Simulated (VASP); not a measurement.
```
CELL_PARAMETERS angstrom
     -0.00020     5.95650     5.95827
      5.95650    -0.00020     5.95827
      2.97815     2.97815     0.00000
ATOMIC_POSITIONS crystal
  Zn 0.99881 0.99881 0.00239
  Zn 0.99816 0.50224 0.99960
  Zn 0.50224 0.99816 0.99960
  Te 0.12495 0.12495 0.25010
  Te 0.14166 0.61932 0.23902
  Te 0.61932 0.14166 0.23902
  Te 0.61474 0.61474 0.27052
  Be 0.50012 0.50012 0.99976
```

Level of theory: PBEsol GGA, VASP's PBE PAW potentials (set 64) (plane waves; VASP). Run with 400 eV cut-off, 4×4×7 Γ-centred mesh, tetrahedra with Blöchl corrections, potentials Zn Te Be.

Unless said otherwise, spin-orbit coupling is left out, though it shifts the bands of the heavy elements here.

Problem. What does the run give for the energy per atom (σ→0), band gap (on the k-mesh) with the smallest direct gap where there is one?

Solution. 
The band gap (on the k-mesh) is 1.67 eV. The smallest direct gap (on the k-mesh) is 1.67 eV and the energy per atom (σ→0) comes out as -3.227 eV/atom.

Total energies compare only between runs with the same potentials, cut-off and functional.

The structure was generated: BeZn3Te4 was put into an ordered model structure (Amm2), which need not be its known phase. It was relaxed first.
